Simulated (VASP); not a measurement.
All values below come from G0W0 on PBE orbitals, VASP's PBE PAW potentials (set 64) (plane waves; VASP 6.6.1).

VASP ran on this input.

File POSCAR:
```
BP
1
    0.0000000000     2.2700000000     2.2700000000
    2.2700000000     0.0000000000     2.2700000000
    2.2700000000     2.2700000000     0.0000000000
B P
1 1
Direct
  0.0000000000   0.0000000000   0.0000000000
  0.2500000000   0.2500000000   0.2500000000
```

INCAR:
```
SYSTEM = BP
PREC = Normal; ENCUT = 500; LREAL = .FALSE.
LASPH = .TRUE.; NBANDS = 100
ALGO = EVGW0
ISMEAR = 0; SIGMA = 0.01
GGA = PE
LWAVE = .FALSE.; LCHARG = .FALSE.
NELMGW = 1; NOMEGA = 64; ENCUTGW = 150
NBANDSGW = 12; LSPECTRALGW = .TRUE.
```

File KPOINTS:
```
K-points
0
Gamma
  4 4 4
0 0 0
```

POTCAR, in this order: B_GW P_GW (PBE.64 set). Program: vasp_std. Read from the step before: WAVECAR, WAVEDER.

The run wrote:

**OUTCAR**
```
 ion  position               nearest neighbor table
   1  0.000  0.000  0.000-   2 1.97   2 1.97   2 1.97   2 1.97
   2  0.250  0.250  0.250-   1 1.97   1 1.97   1 1.97   1 1.97
  LATTYP: Found a face centered cubic cell.
 ALAT       =     4.5400000000
 Subroutine PRICEL returns:
 Original cell was already a primitive cell.
 Subroutine GETGRP returns: Found 24 space group operations
The static configuration has the point symmetry T_d .
The dynamic configuration has the point symmetry T_d .
 Subroutine INISYM returns: Found 24 space group operations
 Subroutine IBZKPT returns following result:
 Found      8 irreducible k-points:

 Following reciprocal coordinates:
            Coordinates               Weight
  0.000000  0.000000  0.000000      1.000000
  0.250000  0.000000  0.000000      8.000000
  0.500000  0.000000  0.000000      4.000000
  0.250000  0.250000  0.000000      6.000000
  0.500000  0.250000  0.000000     24.000000
 -0.250000  0.250000  0.000000     12.000000
  0.500000  0.500000  0.000000      3.000000
 -0.250000  0.500000  0.250000      6.000000
 Subroutine IBZKPT_HF returns following result:
   k-points           NKPTS =      8   k-points in BZ     NKDIM =     64   number of bands    NBANDS=    100
   number of dos      NEDOS =    301   number of ions     NIONS =      2
   total plane-waves  NPLWV =   5832
   dimension x,y,z NGX =    18 NGY =   18 NGZ =   18
   dimension x,y,z NGXF=    36 NGYF=   36 NGZF=   36
   ions per type =               1   1
   PREC   = normal    normal or accurate (medium, high low for compatibility)
   ISTART =      1    job   : 0-new  1-cont  2-samecut
   ICHARG =      0    charge: 1-file 2-atom 10-const
   ISPIN  =      1    spin polarized calculation?
   LNONCOLLINEAR =      F non collinear calculations
   LSORBIT =      F    spin-orbit coupling
   INIWAV =      1    electr: 0-lowe 1-rand  2-diag
   ENCUT  =  500.0 eV  36.75 Ry    6.06 a.u.   5.85  5.85  5.85*2*pi/ulx,y,z
   NELM   =     60;   NELMIN=  2; NELMDL=  0     # of ELM steps
...
```

### OSZICAR
```
energies w=
    0.000    0.000    0.549    0.000    1.097    0.000    1.643    0.000
    2.184    0.000    2.722    0.000    3.253    0.000    3.779    0.000
    4.298    0.000    4.810    0.000    5.315    0.000    5.813    0.000
    6.303    0.000    6.788    0.000    7.266    0.000    7.739    0.000
    8.207    0.000    8.670    0.000    9.130    0.000    9.588    0.000
   10.044    0.000   10.499    0.000   10.955    0.000   11.412    0.000
   11.872    0.000   12.335    0.000   12.804    0.000   13.278    0.000
   13.761    0.000   14.253    0.000   14.756    0.000   15.273    0.000
   15.805    0.000   16.354    0.000   16.923    0.000   17.515    0.000
   18.133    0.000   18.782    0.000   19.464    0.000   20.185    0.000
   20.950    0.000   21.766    0.000   22.641    0.000   23.584    0.000
   24.605    0.000   25.718    0.000   26.937    0.000   28.284    0.000
   29.780    0.000   31.457    0.000   33.351    0.000   35.512    0.000
   38.003    0.000   40.910    0.000   44.348    0.000   48.479    0.000
   53.536    0.000   59.869    0.000   68.027    0.000   78.918    0.000
   94.174    0.000  117.034    0.000  154.981    0.000  230.093    0.000
NQ=   1    0.0000    0.0000    0.0000,
 performed         68000 updates of chi_q(r,r)
NQ=   2    0.2500    0.0000    0.0000,
 performed        203000 updates of chi_q(r,r)
NQ=   3    0.5000    0.0000    0.0000,
 performed        319000 updates of chi_q(r,r)
NQ=   4    0.2500    0.2500    0.0000,
 performed        454000 updates of chi_q(r,r)
NQ=   5    0.5000    0.2500    0.0000,
 performed        642000 updates of chi_q(r,r)
NQ=   6   -0.2500    0.2500    0.0000,
 performed        811000 updates of chi_q(r,r)
NQ=   7    0.5000    0.5000    0.0000,
 performed        912000 updates of chi_q(r,r)
NQ=   8   -0.2500    0.5000    0.2500,
 performed       1042000 updates of chi_q(r,r)
 resolving degeneracies of screened two electron integrals
```

OUTCAR:
```


 k-point   1 :       0.0000    0.0000    0.0000
  band No.  KS-energies  QP-energies   sigma(KS)   V_xc(KS)     V^pw_x(r,r')   Z            occupation Imag(sigma)

      1      -8.3057      -9.1026     -13.1391     -12.0514     -20.4541       0.7326       2.0000       1.4116
      2       7.1564       6.6469     -13.9570     -13.3097     -15.2396       0.7872       2.0000       0.0442
      3       7.1564       6.6469     -13.9570     -13.3097     -15.2396       0.7872       2.0000       0.0442
      4       7.1564       6.6469     -13.9570     -13.3097     -15.2396       0.7872       2.0000       0.0442
      5      10.5425      10.9008     -11.6104     -12.0678      -6.9477       0.7834       0.0000      -0.0717
      6      10.5425      10.9008     -11.6104     -12.0678      -6.9477       0.7834       0.0000      -0.0717
      7      10.5425      10.9008     -11.6104     -12.0678      -6.9477       0.7834       0.0000      -0.0717
      8      14.5129      14.8698     -12.2827     -12.7528      -6.0835       0.7592       0.0000      -0.1713
      9      18.6620      18.5461      -9.5618      -9.4141      -3.3004       0.7846       0.0000      -0.3333
     10      19.1510      19.5996     -11.1669     -11.7521      -4.9388       0.7666       0.0000      -0.2639
     11      19.1510      19.5996     -11.1669     -11.7521      -4.9388       0.7666       0.0000      -0.2639
     12      22.8103      22.9073      -9.7909      -9.9152      -2.7841       0.7803       0.0000      -0.6539

 k-point   2 :       0.2500    0.0000    0.0000
  band No.  KS-energies  QP-energies   sigma(KS)   V_xc(KS)     V^pw_x(r,r')   Z            occupation Imag(sigma)

      1      -7.2008      -7.9347     -13.1900     -12.1524     -20.1283       0.7073       2.0000       1.2099
      2       2.3067       1.6140     -13.3456     -12.4259     -16.1645       0.7532       2.0000       0.1202
      3       6.0385       5.4879     -13.7668     -13.0619     -15.3393       0.7812       2.0000       0.0516
      4       6.0385       5.4879     -13.7668     -13.0619     -15.3393       0.7812       2.0000       0.0516
      5      11.1396      11.4279     -11.7459     -12.1152      -6.8105       0.7806       0.0000      -0.0810
      6      11.9009      12.2917     -11.6043     -12.1075      -6.5585       0.7766       0.0000      -0.0887
      7      11.9009      12.2917     -11.6043     -12.1075      -6.5585       0.7766       0.0000      -0.0887
      8      16.7599      17.0836     -11.6070     -12.0383      -4.9623       0.7504       0.0000      -0.2673
      9      18.0302      18.3510     -10.7688     -11.1857      -4.6644       0.7697       0.0000      -0.2682
     10      18.0302      18.3510     -10.7688     -11.1857      -4.6644       0.7697       0.0000      -0.2682
     11      20.1856      20.1582      -9.9451      -9.9095      -3.3659       0.7686       0.0000      -0.4189
     12      23.4425      23.5487     -10.4024     -10.5413      -3.2221       0.7648       0.0000      -0.6445

 k-point   3 :       0.5000    0.0000    0.0000
  band No.  KS-energies  QP-energies   sigma(KS)   V_xc(KS)     V^pw_x(r,r')   Z            occupation Imag(sigma)

      1      -4.9837      -5.6726     -13.5554     -12.5993     -19.6994       0.7206       2.0000       0.8555
      2      -1.8809      -2.6343     -12.7954     -11.7542     -17.4348       0.7237       2.0000       0.3998
      3       5.3982       4.7997     -13.8086     -13.0376     -15.6817       0.7762       2.0000       0.0590
      4       5.3982       4.7997     -13.8086     -13.0376     -15.6817       0.7762       2.0000       0.0590
      5      10.9165      11.1775     -11.7559     -12.0904      -6.7733       0.7802       0.0000      -0.0797
      6      11.8458      12.2094     -11.1124     -11.5762      -6.0515       0.7840       0.0000      -0.0886
      7      11.8458      12.2094     -11.1124     -11.5762      -6.0515       0.7840       0.0000      -0.0886
      8      17.2770      17.3654     -10.0136     -10.1301      -3.4259       0.7585       0.0000      -0.2965
      9      21.6200      22.0262     -11.3939     -11.9322      -4.1265       0.7547       0.0000      -0.5773
     10      21.6200      22.0262     -11.3939     -11.9322      -4.1265       0.7547       0.0000      -0.5773
     11      21.9798      22.1890     -10.6031     -10.8743      -3.5382       0.7714       0.0000      -0.5087
     12      24.5375      24.8631     -11.4309     -11.8540      -4.0705       0.7694       0.0000      -0.8170

 k-point   4 :       0.2500    0.2500    0.0000
  band No.  KS-energies  QP-energies   sigma(KS)   V_xc(KS)     V^pw_x(r,r')   Z            occupation Imag(sigma)

      1      -6.8250      -7.5629     -13.2033     -12.1791     -20.0043       0.7205       2.0000       1.1490
      2       3.4579       2.7736     -13.9838     -13.0838     -16.5089       0.7604       2.0000       0.0940
      3       4.4210       3.7996     -13.4598     -12.6542     -15.5342       0.7714       2.0000       0.0691
      4       4.4210       3.7996     -13.4598     -12.6542     -15.5342       0.7714       2.0000       0.0691
      5       8.9573       9.1645     -11.0424     -11.3038      -6.6621       0.7928       0.0000      -0.0618
      6      12.0868      12.2930     -10.3682     -10.6297      -5.1925       0.7888       0.0000      -0.0940
      7      14.8562      15.3255     -12.0753     -12.6926      -6.1750       0.7602       0.0000      -0.1694
      8      14.8562      15.3255     -12.0753     -12.6926      -6.1750       0.7602       0.0000      -0.1694
      9      19.2390      19.6112     -12.1362     -12.6366      -5.1521       0.7437       0.0000      -0.3991
     10      20.7119      21.1700     -11.2307     -11.8265      -4.5938       0.7688       0.0000      -0.4159
     11      22.5440      22.6703     -10.3767     -10.5420      -3.3791       0.7638       0.0000      -0.5498
     12      25.6088      25.7379     -10.3792     -10.5474      -2.8436       0.7674       0.0000      -0.9363

 k-point   5 :       0.5000    0.2500    0.0000
  band No.  KS-energies  QP-energies   sigma(KS)   V_xc(KS)     V^pw_x(r,r')   Z            occupation Imag(sigma)

      1      -4.5859      -5.2730     -13.4871     -12.5227     -19.4318       0.7126       2.0000       0.7773
      2      -0.5457      -1.2923     -13.3296     -12.3006     -17.4952       0.7255       2.0000       0.2883
      3       2.3767       1.6802     -13.1618     -12.2459     -15.8551       0.7605       2.0000       0.1152
      4       3.9657       3.3125     -13.5009     -12.6499     -15.7936       0.7676       2.0000       0.0765
      5       9.6720       9.8629     -10.7351     -10.9757      -6.1159       0.7934       0.0000      -0.0681
      6      13.5640      13.8474     -11.0168     -11.3814      -5.5641       0.7773       0.0000      -0.1216
      7      15.2724      15.7178     -11.5929     -12.1759      -5.5485       0.7639       0.0000      -0.1878
      8      15.4705      15.8790     -11.9712     -12.5103      -5.8091       0.7577       0.0000      -0.1960
      9      20.2867      20.6655     -11.5086     -12.0177      -4.2171       0.7440       0.0000      -0.4838
     10      21.7761      22.1871     -11.4044     -11.9478      -4.1953       0.7564       0.0000      -0.5713
     11      24.4926      24.8030     -11.4487     -11.8655      -3.7216       0.7448       0.0000      -0.7617
     12      25.5947      25.6844     -10.4866     -10.6041      -3.1343       0.7630       0.0000      -0.7964

 k-point   6 :      -0.2500    0.2500    0.0000
  band No.  KS-energies  QP-energies   sigma(KS)   V_xc(KS)     V^pw_x(r,r')   Z            occupation Imag(sigma)

      1      -5.4837      -6.1962     -13.3539     -12.3668     -19.6547       0.7217       2.0000       0.9269
      2       0.6853      -0.0456     -13.5706     -12.5736     -17.2372       0.7331       2.0000       0.2024
      3       1.9127       1.2126     -12.9099     -11.9856     -15.7154       0.7574       2.0000       0.1272
      4       5.2199       4.6216     -13.6983     -12.9283     -15.5494       0.7770       2.0000       0.0595
      5      10.9965      11.2743     -11.0134     -11.3668      -6.1013       0.7857       0.0000      -0.0788
      6      13.5085      13.9587     -11.5974     -12.1866      -5.8925       0.7642       0.0000      -0.1341
      7      14.6493      14.9641     -11.7795     -12.1884      -6.1597       0.7696       0.0000      -0.1467
      8      15.9029      16.2741     -11.4919     -11.9827      -5.1086       0.7563       0.0000      -0.2195
      9      17.0624      17.3386     -10.7127     -11.0693      -4.9007       0.7745       0.0000      -0.2160
     10      19.7725      20.1038     -11.2675     -11.7078      -4.1685       0.7523       0.0000      -0.4458
     11      24.6499      24.9407     -11.4304     -11.8199      -3.6372       0.7466       0.0000      -0.7905
     12      25.3322      25.4920     -10.4551     -10.6650      -3.0507       0.7608       0.0000      -0.7747

 k-point   7 :       0.5000    0.5000    0.0000
  band No.  KS-energies  QP-energies   sigma(KS)   V_xc(KS)     V^pw_x(r,r')   Z            occupation Imag(sigma)

      1      -3.4550      -4.1059     -13.6054     -12.6946     -19.0240       0.7147       2.0000       0.6028
      2      -1.4281      -2.2015     -13.4643     -12.3770     -18.1930       0.7114       2.0000       0.3791
      3       3.0390       2.3486     -13.4126     -12.5036     -16.0601       0.7596       2.0000       0.0934
      4       3.0390       2.3486     -13.4126     -12.5036     -16.0601       0.7596       2.0000       0.0934
      5       8.4757       8.5834     -10.6482     -10.7835      -6.2450       0.7962       0.0000      -0.0619
      6       8.7992       8.9348     -10.4609     -10.6303      -6.0337       0.8011       0.0000      -0.0620
      7      19.2240      19.7427     -12.1310     -12.8422      -4.6150       0.7295       0.0000      -0.4512
      8      19.2240      19.7427     -12.1310     -12.8422      -4.6150       0.7295       0.0000      -0.4512
      9      22.3845      22.8589     -11.7419     -12.3668      -3.9980       0.7593       0.0000      -0.6550
...
```
(Selected blocks of OUTCAR.)

The mesh is coarse and the basis finite, so the quasiparticle values are not converged.

The compound is BP in the zinc blende structure. The cell was not relaxed at this level. The k-mesh is coarse (spacing up to 0.60 per Å, 2π included), so the numbers may not be converged in it.
